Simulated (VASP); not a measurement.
Here is a VASP 6.6.1 calculation.

INCAR

```
PREC     = Accurate       # precision mode
ENCUT    = 600            # plane-wave cutoff, eV
EDIFF    = 1E-6           # SCF threshold, eV
ISMEAR   = -1             # smearing method
SIGMA    = 0.05           # smearing width, eV
LREAL    = F              # projectors in reciprocal space
LASPH    = T              # aspherical terms in the spheres
NELM     = 120            # most SCF steps
ALGO     = Fast           # electronic algorithm
ISIF     = 3              # what is computed and relaxed
LWAVE    = F              # write WAVECAR
LCHARG   = F              # write CHGCAR
ISPIN    = 2              # spin polarisation
MAGMOM   = 0 0 0 0 1 0 0 0 0 0 0 0 0 0 0 0 # initial moments
LORBIT   = 11             # projections on sites
LMAXMIX  = 4              # l up to which the mixer works
GGA      = PE             # functional
IVDW     = 13             # dispersion correction
IBRION   = 2              # ionic algorithm
NSW      = 40             # ionic steps
EDIFFG   = -0.02          # ionic threshold
KPAR     = 4
```

File KPOINTS:

```
regular mesh
0
Gamma
  6 5 4
```

Contents of POSCAR:

```
Ta4NiO11
1.0
    4.7708900000      0.0000000000      0.0051300000
    0.0000000000      5.8245400000      0.0000000000
   -1.9862800000      0.0000000000      7.2505100000
Ta Ni O
4 1 11
Direct
    0.6133900000      0.5000000000      0.7604200000
    0.3866100000      0.5000000000      0.2395800000
    0.1661500000      0.0000000000      0.7987500000
    0.8338500000      0.0000000000      0.2012500000
    0.5000000000      0.0000000000      0.5000000000
    0.3327800000      0.7991300000      0.6505300000
    0.6672200000      0.7991300000      0.3494700000
    0.9004700000      0.2578600000      0.8071800000
    0.0995300000      0.2578600000      0.1928200000
    0.6672200000      0.2008700000      0.3494700000
    0.3327800000      0.2008700000      0.6505300000
    0.0995300000      0.7421400000      0.1928200000
    0.9004700000      0.7421400000      0.8071800000
    0.5000000000      0.5000000000      0.0000000000
    0.5000000000      0.0000000000      0.0000000000
    0.5000000000      0.5000000000      0.5000000000
```

Potentials or basis: VASP PAW PBE potentials, release 64 (Ta_pv, Ni, O).

Launch:

```sh
$ cat potpaw_PBE.64/Ta_pv/POTCAR potpaw_PBE.64/Ni/POTCAR potpaw_PBE.64/O/POTCAR > POTCAR
$ mpirun -np 4 vasp_std > vasp.out
```

(1) Predict the net moment.

(2) Estimate the relaxed cell.

(3) Predict the relaxed volume.

(4) Predict the dispersion energy per atom.

Results:

(1) 0.00 μB per cell.

(2) a = 4.738 Å, b = 5.800 Å, c = 7.520 Å, α = 90.00°, β = 106.00°, γ = 90.00°.

(3) 12.41 Å³/atom.

(4) -0.176 eV.
